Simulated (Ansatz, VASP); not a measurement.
**Cu: VASP beside Ansatz**

One calculation is typed for both programs; each brings its own data sets. How far apart do they land? The structure shown is frame 250 of Ansatz's trajectory.

Calculated with Ansatz 0.2.0; plane waves, with VASP 6.6.1 beside it; single point at LDA.

### 1. The structure

The cell holds 48 atoms: 48 Cu. Its edges and angles: a = 8.587 Å, b = 8.587 Å, c = 8.587 Å, α = 90.0°, β = 90.0°, γ = 90.0°. As first built, before any earlier steps moved the atoms (in the runner's words): 48 atoms (48 Cu) placed at random at 8 g/cm^3, melted at 2023 K for 5 ps at fixed volume with the EAM Cu potential (Mishin et al., Phys. Rev. B 63, 224106 (2001)). Snapshot at the end of a hold of 8 ps at 1423 K and fixed volume.

### 2. Ansatz: dynamics, LDA

Ansatz runs on its default PAW (the set named soft_2) files.

One frame of this run of dynamics is then solved in both programs, so the motion causes no difference.

Input file input.yaml:

```yaml
crystal:
  lattice:
    - [8.5873, 0.0, 0.0]
    - [0.0, 8.5873, 0.0]
    - [0.0, 0.0, 8.5873]
  atoms:
    - { symbol: Cu, position: [0.24157, 0.29336, 0.77881] }
    - { symbol: Cu, position: [0.19379, 0.52216, 0.93959] }
    - { symbol: Cu, position: [0.2156, 0.00881, 0.55635] }
    - { symbol: Cu, position: [0.93713, 0.72263, 0.92035] }
    - { symbol: Cu, position: [0.71632, 0.51252, 0.99487] }
    - { symbol: Cu, position: [0.22129, 0.01366, 0.90745] }
    - { symbol: Cu, position: [0.70268, 0.5447, 0.55337] }
    - { symbol: Cu, position: [0.97781, 0.26777, 0.84791] }
    - { symbol: Cu, position: [0.96729, 0.98406, 0.44906] }
    - { symbol: Cu, position: [0.93792, 0.04159, 0.06831] }
    - { symbol: Cu, position: [0.75733, 0.09075, 0.56943] }
    - { symbol: Cu, position: [0.18915, 0.56446, 0.26237] }
    - { symbol: Cu, position: [0.46275, 0.05773, 0.42597] }
    - { symbol: Cu, position: [0.95138, 0.52664, 0.41391] }
    - { symbol: Cu, position: [0.71645, 0.32044, 0.39238] }
    - { symbol: Cu, position: [0.39476, 0.7843, 0.55384] }
    - { symbol: Cu, position: [0.67406, 0.82183, 0.42818] }
    - { symbol: Cu, position: [0.44083, 0.01949, 0.08364] }
    - { symbol: Cu, position: [0.16852, 0.75921, 0.77959] }
    - { symbol: Cu, position: [0.43967, 0.76788, 0.90089] }
    - { symbol: Cu, position: [0.46748, 0.53152, 0.78847] }
    - { symbol: Cu, position: [0.70626, 0.24763, 0.09043] }
    - { symbol: Cu, position: [0.7109, 0.98581, 0.23226] }
    - { symbol: Cu, position: [0.66318, 0.02572, 0.88817] }
    - { symbol: Cu, position: [0.45627, 0.26764, 0.93462] }
    - { symbol: Cu, position: [0.42944, 0.791, 0.25902] }
    - { symbol: Cu, position: [0.96756, 0.24707, 0.28739] }
    - { symbol: Cu, position: [0.23502, 0.2365, 0.09224] }
    - { symbol: Cu, position: [0.23135, 0.01227, 0.25496] }
    - { symbol: Cu, position: [0.46776, 0.06941, 0.72237] }
    - { symbol: Cu, position: [0.19532, 0.50952, 0.57873] }
    - { symbol: Cu, position: [0.97611, 0.99426, 0.73014] }
    - { symbol: Cu, position: [0.43566, 0.53199, 0.40742] }
    - { symbol: Cu, position: [0.70313, 0.32024, 0.80743] }
    - { symbol: Cu, position: [0.92185, 0.76304, 0.24262] }
    - { symbol: Cu, position: [0.47532, 0.28142, 0.2766] }
    - { symbol: Cu, position: [0.44578, 0.53203, 0.08514] }
    - { symbol: Cu, position: [0.66871, 0.7885, 0.04653] }
    - { symbol: Cu, position: [0.17767, 0.77526, 0.0801] }
    - { symbol: Cu, position: [0.23474, 0.28925, 0.37484] }
    - { symbol: Cu, position: [0.63742, 0.81491, 0.70329] }
    - { symbol: Cu, position: [0.15395, 0.78565, 0.39283] }
    - { symbol: Cu, position: [0.67544, 0.59769, 0.25889] }
    - { symbol: Cu, position: [0.96333, 0.48812, 0.09246] }
    - { symbol: Cu, position: [0.04211, 0.22186, 0.57907] }
    - { symbol: Cu, position: [0.89015, 0.73988, 0.59759] }
    - { symbol: Cu, position: [0.49846, 0.27354, 0.5719] }
    - { symbol: Cu, position: [0.93398, 0.49564, 0.70514] }
kpoints:
  mp_grid: { grid: [1, 1, 1] }
hamiltonian:
  xc: lda
scf:
  occupations: { method: fermi_dirac, width: 0.123 }
output:
  forces: true
  stress: true
md:
  timestep: 4.0
  n_steps: 750
  ensemble: nvt_nose_hoover
  temperature: 1423
  initial_velocities: maxwell_boltzmann
  seed: 5
```

Started as:

```
> ansatz run input.yaml --threads 8 --pin off --max-ram 15360MiB --backend cpu --events-out ev --progress --plain --runs-dir out
```

Numbers of over 12 decimals in the logs are rounded to 6 here.

Log:

```text
Warning: md: disabling space-group detection — thermal motion breaks the input geometry's symmetry, so no spatial operation reduces the k-mesh or symmetrises the density; time reversal is kept, so that k and −k are solved as one point where they differ and the mesh holds both, and exact exchange and, on two spinor components, a DFT+U term hold to it where the run has them: on two components no moment then forms, and  [...]
Warning: output.stress: scf.convergence.dr2_threshold = 4.8e-8 eV (the default of an md: trajectory) is looser than the 4.8e-9 eV advised for a printed stress (1e-10 eV for each atom of the cell: 48). What an SCF threshold leaves in a stress goes as its square root, and in the free energy as the threshold itself, and one threshold admits the most on a small cell: [figures from the program's tests cut] Set scf.converg [...]
band count auto-derived: 551 (N_el = 912.0; filled up to band 456; 548 by the electrons, moments and atoms)
Engine: ansatz 0.2.0, aarch64-unknown-linux-gnu
Pseudopotentials: kind: paw
Pseudopotential: Cu, paw, valence charge 19, recommended cutoff 420 eV (normal), Cu.paw.azcp
Functional definition: SPW92
  exchange = slater_x
  correlation = pw_c
Crystal: 48 atoms, lattice volume = 633.242 Å³
Basis set: ecut = 420 eV, 12293 PW (Γ)
Bands: 551, of which v1, the nominal top of the filled ones, is band 456 counted from 1 (455 counted from 0)
Symmetry: 1 space group operations
k-points: 1
Non-local potential: Cu, projectors of the file, l = 0: 3, l = 1: 2, l = 2: 3, l = 3: 1
PAW form: soft (Blöchl's): semilocal exchange-correlation on the pseudo side does not see the compensation charge
PAW frozen core: Cu, regenerated for the run's functional, and the local potential with it (the file was generated under x = pbe(κ = 0.804, μ = 0.219515), c = pbe(β = 0.066725))
PAW one-centre angular grid: Cu, 590 points (default); XC on 64 Gauss nodes
Initial density: superposition of atomic densities (neutral atoms: chi_scale 0, normalization atom), corrected by the library's trained network
Initial wavefunctions: pseudopotential atomic-orbital guess
Functional: x = slater, c = lda
SCF iter   1: F=—  HF=-314662.404659 eV  |F-HF|=—  |Δ(HF+E_count)|=         —  Δρ=1.85e-2  dr2=1.10e0  ethr=1.77e-3  ⟨swp⟩=4.0  Hψ=1609  notcnv=0  defer=53
preconditioner: auto → Kerker (q_TF=auto, 2.899 Å⁻¹)  [metal: Δε(μ)=0.095 eV  Ē_g=9.523 eV  σ=0.123 eV  W_gap=0.19  n_scr=250 (ndim 8)  ℏωp=33.9 eV  f_vac=0.001  D(μ)=25.35/eV (n_scr^D=202)]
SCF iter   2: F=—  HF=-314662.160447 eV  |F-HF|=—  |Δ(HF+E_count)|=   2.44e-1  Δρ=3.60e-3  dr2=1.25e-1  ethr=1.21e-4  ⟨swp⟩=2.0  Hψ=894  notcnv=0  defer=73
SCF iter   3: F=—  HF=-314662.145866 eV  |F-HF|=—  |Δ(HF+E_count)|=   1.46e-2  Δρ=2.56e-3  dr2=6.74e-2  ethr=1.37e-5  ⟨swp⟩=1.0  Hψ=478  notcnv=0  defer=73
SCF iter   4: F=—  HF=-314662.134604 eV  |F-HF|=—  |Δ(HF+E_count)|=   1.13e-2  Δρ=5.54e-4  dr2=8.97e-3  ethr=7.40e-6  ⟨swp⟩=2.0  Hψ=738  notcnv=0  defer=73
SCF iter   5: F=—  HF=-314662.134059 eV  |F-HF|=—  |Δ(HF+E_count)|=   5.45e-4  Δρ=7.09e-4  dr2=2.62e-3  ethr=9.84e-7  ⟨swp⟩=2.0  Hψ=930  notcnv=0  defer=73
SCF iter   6: F=—  HF=-314662.133495 eV  |F-HF|=—  |Δ(HF+E_count)|=   5.65e-4  Δρ=1.31e-4  dr2=2.92e-4  ethr=2.87e-7  ⟨swp⟩=2.0  Hψ=923  notcnv=0  defer=73
SCF iter   7: F=—  HF=-314662.133577 eV  |F-HF|=—  |Δ(HF+E_count)|=   8.26e-5  Δρ=7.17e-5  dr2=9.12e-5  ethr=3.20e-8  ⟨swp⟩=2.0  Hψ=726  notcnv=0  defer=73
SCF iter   8: F=—  HF=-314662.133341 eV  |F-HF|=—  |Δ(HF+E_count)|=   2.37e-4  Δρ=9.13e-5  dr2=5.62e-5  ethr=1.00e-8  ⟨swp⟩=2.0  Hψ=924  notcnv=0  defer=73
SCF iter   9: F=—  HF=-314662.133397 eV  |F-HF|=—  |Δ(HF+E_count)|=   5.66e-5  Δρ=1.74e-5  dr2=4.33e-6  ethr=6.16e-9  ⟨swp⟩=2.0  Hψ=976  notcnv=0  defer=73
SCF iter  10: F=—  HF=-314662.133397 eV  |F-HF|=—  |Δ(HF+E_count)|=   2.62e-7  Δρ=7.63e-6  dr2=5.71e-7  ethr=4.75e-10  ⟨swp⟩=2.0  Hψ=924  notcnv=0  defer=73
[...]
md step   712: t =  2848.00 fs  T =  1523.1 K  F+E_penalty+E_count = -314659.39391463 eV  E_kin = 9.253322 eV  conserved = -314653.48010978 eV  P_inst = -6.8384 GPa  (6 SCF iters)
md step   714: t =  2856.00 fs  T =  1514.6 K  F+E_penalty+E_count = -314659.36319163 eV  E_kin = 9.201557 eV  conserved = -314653.48126712 eV  P_inst = -6.9099 GPa  (6 SCF iters)
md step   716: t =  2864.00 fs  T =  1492.3 K  F+E_penalty+E_count = -314659.25570866 eV  E_kin = 9.066139 eV  conserved = -314653.48089285 eV  P_inst = -6.9524 GPa  (5 SCF iters)
md step   718: t =  2872.00 fs  T =  1461.6 K  F+E_penalty+E_count = -314659.10252276 eV  E_kin = 8.879476 eV  conserved = -314653.47934423 eV  P_inst = -6.9762 GPa  (6 SCF iters)
md step   720: t =  2880.00 fs  T =  1438.7 K  F+E_penalty+E_count = -314659.00257283 eV  E_kin = 8.740157 eV  conserved = -314653.47907547 eV  P_inst = -7.0138 GPa  (11 SCF iters)
md step   722: t =  2888.00 fs  T =  1429.4 K  F+E_penalty+E_count = -314658.99018800 eV  E_kin = 8.683913 eV  conserved = -314653.47987302 eV  P_inst = -7.0540 GPa  (6 SCF iters)
md step   724: t =  2896.00 fs  T =  1427.9 K  F+E_penalty+E_count = -314659.02831331 eV  E_kin = 8.674904 eV  conserved = -314653.48064526 eV  P_inst = -7.0453 GPa  (6 SCF iters)
md step   726: t =  2904.00 fs  T =  1423.5 K  F+E_penalty+E_count = -314659.05389476 eV  E_kin = 8.648290 eV  conserved = -314653.48290028 eV  P_inst = -6.9361 GPa  (5 SCF iters)
md step   728: t =  2912.00 fs  T =  1396.9 K  F+E_penalty+E_count = -314658.94589648 eV  E_kin = 8.486281 eV  conserved = -314653.48394532 eV  P_inst = -6.6910 GPa  (6 SCF iters)
md step   730: t =  2920.00 fs  T =  1344.2 K  F+E_penalty+E_count = -314658.67549550 eV  E_kin = 8.166153 eV  conserved = -314653.48047899 eV  P_inst = -6.3645 GPa  (11 SCF iters)
md step   732: t =  2928.00 fs  T =  1300.7 K  F+E_penalty+E_count = -314658.45651908 eV  E_kin = 7.901849 eV  conserved = -314653.47629833 eV  P_inst = -6.1403 GPa  (5 SCF iters)
md step   734: t =  2936.00 fs  T =  1306.4 K  F+E_penalty+E_count = -314658.53545785 eV  E_kin = 7.936406 eV  conserved = -314653.47656313 eV  P_inst = -6.1861 GPa  (6 SCF iters)
md step   736: t =  2944.00 fs  T =  1360.3 K  F+E_penalty+E_count = -314658.90797518 eV  E_kin = 8.263992 eV  conserved = -314653.48090397 eV  P_inst = -6.4839 GPa  (6 SCF iters)
md step   738: t =  2952.00 fs  T =  1422.0 K  F+E_penalty+E_count = -314659.32883388 eV  E_kin = 8.638661 eV  conserved = -314653.48574424 eV  P_inst = -6.8419 GPa  (6 SCF iters)
md step   740: t =  2960.00 fs  T =  1448.4 K  F+E_penalty+E_count = -314659.53706684 eV  E_kin = 8.799540 eV  conserved = -314653.48677026 eV  P_inst = -7.0571 GPa  (11 SCF iters)
md step   742: t =  2968.00 fs  T =  1431.9 K  F+E_penalty+E_count = -314659.48802484 eV  E_kin = 8.699290 eV  conserved = -314653.48527379 eV  P_inst = -7.0728 GPa  (6 SCF iters)
md step   744: t =  2976.00 fs  T =  1392.1 K  F+E_penalty+E_count = -314659.30114901 eV  E_kin = 8.457121 eV  conserved = -314653.48326703 eV  P_inst = -6.9648 GPa  (7 SCF iters)
md step   746: t =  2984.00 fs  T =  1354.9 K  F+E_penalty+E_count = -314659.13181461 eV  E_kin = 8.231062 eV  conserved = -314653.48108415 eV  P_inst = -6.8580 GPa  (6 SCF iters)
md step   748: t =  2992.00 fs  T =  1343.9 K  F+E_penalty+E_count = -314659.12128675 eV  E_kin = 8.164277 eV  conserved = -314653.47867846 eV  P_inst = -6.8727 GPa  (6 SCF iters)
[...]
md step   750: t =  3000.00 fs  T =  1374.6 K  F+E_penalty+E_count = -314659.36869576 eV  E_kin = 8.351277 eV  conserved = -314653.47978335 eV  P_inst = -7.0705 GPa  (11 SCF iters)
SCF converged after 11 iterations
Free energy (F): -314659.368696 eV
Harris-Foulkes:  -314659.368696 eV  (|F-HF|=8.67e-9)
Internal energy: -314658.360498 eV  (E = F + TS)
E sigma→0 (E₀):  -314658.864597 eV
Entropy (-TS):   -1.008198 eV (-21.004 meV/atom)
Fermi energy:    13.946511 eV
--- Per-component energies (eV) ---
  E_band       = -19362.198245
  E_kinetic    = 14425.624209
  E_local      = -215226.872753  (includes V_loc(G=0)·N_el)
  E_nonlocal   = 19006.035770
  E_hartree    = 94892.792304
  E_xc         = -4251.947540
  E_vxc        = -5514.169315  (∫ρ·V_xc dr)
  E_paw        = -76552.115729  (= ΣΔE_a)
  E_vpaw       = -21838.408267  (= ΣTr[D̂ρ^β])
  E_aug_tail   = 0.010283  (compensation charges beyond the density's cutoff)
  E_ewald      = -146973.470725
  E_core_change = 21.583684  (= ΣΔE_core)
  E_smearing   = -1.008198  (= −TS)
  E_closure    = 0.000000  (closes the sum)
  Σ components = -314659.368696   (vs F -314659.368696, Δ=0.00e0)
--- Forces (eV/Å), atoms counted from 1 ---
  atom   1  Cu    -0.04279158    -0.55159281    -0.15164401
  atom   2  Cu     0.19614390    -0.42102683    -0.90808967
  atom   3  Cu     0.10603846     0.50835818     0.13728245
  atom   4  Cu     2.30792890    -0.78733834    -2.57921828
  atom   5  Cu    -2.70534940    -0.07601502    -0.72388302
  atom   6  Cu     0.10182984     0.36355376    -0.91464483
  atom   7  Cu     0.50122992    -2.45309862     1.00325350
  atom   8  Cu    -0.34779958     0.69182628    -0.59820973
  atom   9  Cu    -0.75367121     0.43347466     1.56993266
  atom  10  Cu    -1.78391562     0.05010239    -1.51223723
  atom  11  Cu    -0.68578271     0.29862747    -0.00406033
  atom  12  Cu     1.02710623     0.12938841     0.68584261
  atom  13  Cu    -0.15800131     0.02089442     0.75256825
  atom  14  Cu    -1.53851668    -2.23233787     1.05918222
  atom  15  Cu     0.10560801    -0.54513808    -0.24279996
  atom  16  Cu    -0.03256359     0.32275846     0.00625903
  atom  17  Cu    -0.21528812     0.38240079     0.11443541
  atom  18  Cu     1.21057605    -0.95604435     0.25554513
  atom  19  Cu    -0.34083518     0.15920482    -0.23152094
  atom  20  Cu    -0.42454639    -0.59400768    -1.14439069
  atom  21  Cu     0.43657337     0.16198427     0.26257545
  atom  22  Cu     0.39441108    -0.10328018    -0.53223719
  atom  23  Cu     0.74043499     0.92634124     0.76198816
  atom  24  Cu    -0.32279710    -0.09547154     0.81938932
[...]
atom  41  Cu    -0.02759763    -0.47215160     0.28596817
  atom  42  Cu    -0.04574612     2.89797244     1.55454778
  atom  43  Cu    -0.21130568     0.31152045    -0.53974853
  atom  44  Cu     1.46969600     1.88317395     3.16909526
  atom  45  Cu     1.13615445    -0.17824509    -0.24253512
  atom  46  Cu    -1.29714021     0.84629828    -0.01536450
  atom  47  Cu    -0.81971910    -0.27522875    -0.17809255
  atom  48  Cu    -0.32571762     0.29960453    -0.04669825
  max |Σ_I F_I| component: 1.77e-5 eV/Å
--- Stress (GPa, compression-positive) ---
       -9.226790       0.576314      -0.073301
        0.576314      -7.678718       0.663457
       -0.073301       0.663457      -8.621796
  P = ⅓ Tr σ = -8.5091 GPa (-85.091 kbar)
--- MD trajectory: 750 steps, t = 0.0 → 3000.0 fs ---
  final state: T = 1374.6 K   F+E_penalty+E_count = -314659.36869576 eV   E_kin = 8.351277 eV
  conserved energy: peak-to-peak 3.479e-2 eV (7.248e-4 eV/atom) over 3000.0 fs
```

[end of part 1 of 2]

[Lines on the potential files, build, host, timing and source positions are cut from VASP's logs without a mark.]

[Logs are printed without paths, hosts, clocks, repeated set-up lines and the standing remarks that a program may print on its own settings, such as how far it seeks lower states.]

[Hosts, paths, dates, database ids (printed as entryN), source tags and the programs' standing remarks are cut or masked in the printed files.]
